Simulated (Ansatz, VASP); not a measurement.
# KZr2 and the effect of spin-orbit coupling

The cell as given:

```
K Zr
1.0
     0.00000    3.57912    3.57912
     3.57912    0.00000    3.57912
     3.57912    3.57912    0.00000
K Zr
1 2
Cartesian
  0.0000 0.0000 0.0000
  1.7896 1.7896 1.7896
  5.3687 5.3687 5.3687
```

The cell comes from a database or a generator and needn't be the stable form of this composition.

Kept alike: task relaxation of cell and atoms; functional PBE; k mesh 5 × 5 × 5; occupations fermi-dirac, width 0.05 eV. Program: Ansatz, Ansatz PAW, cutoff 420 eV. The mesh is that of the run's cell of 3 atoms.

| spin-orbit coupling | volume (Å³/atom) |
| --- | --- |
| off | 30.511 |
| on | 30.521 |

The relaxations keep at least the cell's symmetry (Fm-3m). For a metal such a mesh leaves the last digits unconverged. Relaxations stop with a little pressure left, so the last digits of a volume or edge aren't settled.

Question: What does spin-orbit coupling change here?

Answer: The volume runs from 30.511 (off) to 30.521 Å³/atom (on). A twin series (VASP, PBE PAW files K_sv, Zr_sv, 600 eV) moves it by +0.0000 between off and on, against +0.0102 Å³/atom here.
